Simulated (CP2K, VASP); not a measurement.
VASP ran on this input.

### INCAR
```
# general
SYSTEM  = SnO2
PREC    = Accurate
ENCUT   = 400   # plane-wave cut-off (eV)
LREAL   = .FALSE.   # projection in real space or not
LASPH   = .TRUE.   # aspherical one-centre terms

# electronic loop
EDIFF   = 1E-6   # SCF stop (eV)
NELM    = 100   # most electronic steps
ALGO    = Normal   # blocked Davidson
LMAXMIX = 4   # l cut-off of mixed one-centre charges

# smearing
ISMEAR  = -1   # Fermi-Dirac
SIGMA   = 0.01   # width (eV)

# functional
GGA     = PE   # PBE

# ions
ISIF    = 2   # forces and stress, cell fixed

# output
LWAVE   = .FALSE.
LCHARG  = .FALSE.
```

POSCAR:
```
SnO2
4.740
  1.0000000000   0.0000000000   0.0000000000
  0.0000000000   1.0000000000   0.0000000000
  0.0000000000   0.0000000000   0.6729957806
Sn O
2 4
direct
  0.0000000000   0.0000000000   0.0000000000
  0.5000000000   0.5000000000   0.5000000000
  0.3070000000   0.3070000000   0.0000000000
  0.8070000000   0.1930000000   0.5000000000
  0.1930000000   0.8070000000   0.5000000000
  0.6930000000   0.6930000000   0.0000000000
```

**KPOINTS**
```
Regular mesh
0
Gamma
4 4 6
```

POTCAR, in this order: Sn_d O (PBE.64 set). Program: vasp_std.

Question: Translate it to CP2K.

Answer: One input that does it (PBE, GPW, DZVP-MOLOPT-SR-GTH basis, GTH-PBE potentials (GTH_POTENTIALS)):
```
&GLOBAL
  PROJECT run
  RUN_TYPE ENERGY_FORCE
  PRINT_LEVEL LOW
&END GLOBAL
&FORCE_EVAL
  METHOD Quickstep
  STRESS_TENSOR ANALYTICAL
  &DFT
    BASIS_SET_FILE_NAME BASIS_MOLOPT
    POTENTIAL_FILE_NAME GTH_POTENTIALS
    &QS
      METHOD GPW
      EPS_DEFAULT 1E-10
    &END QS
    &MGRID
      CUTOFF 450
      REL_CUTOFF 60
      NGRIDS 4
    &END MGRID
    &SCF
      SCF_GUESS ATOMIC
      EPS_SCF 1E-6
      MAX_SCF 100
      ADDED_MOS 6
      &DIAGONALIZATION
        ALGORITHM STANDARD
      &END DIAGONALIZATION
      &MIXING
        METHOD BROYDEN_MIXING
        ALPHA 0.3
        NBUFFER 10
        BETA 1
      &END MIXING
      &SMEAR ON
        METHOD FERMI_DIRAC
        ELECTRONIC_TEMPERATURE [K] 116.05
      &END SMEAR
    &END SCF
    &KPOINTS
      SCHEME MONKHORST-PACK 4 4 6
      GAMMA_CENTERED T
    &END KPOINTS
    &XC
      &XC_FUNCTIONAL PBE
      &END XC_FUNCTIONAL
    &END XC
    &PRINT
      &MO
        EIGENVALUES T
        OCCUPATION_NUMBERS T
        NDIGITS 8
        FILENAME mo
        &EACH
          QS_SCF 0
        &END EACH
        ADD_LAST NUMERIC
      &END MO
      &MULLIKEN OFF
      &END MULLIKEN
    &END PRINT
  &END DFT
  &SUBSYS
    &CELL
      A 4.74000000 0.00000000 0.00000000
      B 0.00000000 4.74000000 0.00000000
      C 0.00000000 0.00000000 3.19000000
      PERIODIC XYZ
    &END CELL
    &COORD
      SCALED
      Sn       0.00000000     0.00000000     0.00000000
      Sn       0.50000000     0.50000000     0.50000000
      O        0.30700000     0.30700000     0.00000000
      O        0.80700000     0.19300000     0.50000000
      O        0.19300000     0.80700000     0.50000000
      O        0.69300000     0.69300000     0.00000000
    &END COORD
    &KIND Sn
      BASIS_SET DZVP-MOLOPT-SR-GTH-q4
      POTENTIAL GTH-PBE-q4
    &END KIND
    &KIND O
      BASIS_SET DZVP-MOLOPT-SR-GTH-q6
      POTENTIAL GTH-PBE-q6
    &END KIND
  &END SUBSYS
  &PRINT
    &FORCES ON
    &END FORCES
    &STRESS_TENSOR ON
    &END STRESS_TENSOR
  &END PRINT
&END FORCE_EVAL
```
Both are inputs of real runs that ended normally. What can't carry over is the choice of potentials or basis and its cut-off, and each code's defaults.

The structure is a typed SnO2 crystal (P4_2/mnm). The cell was not relaxed at this level, and it may have been scaled.
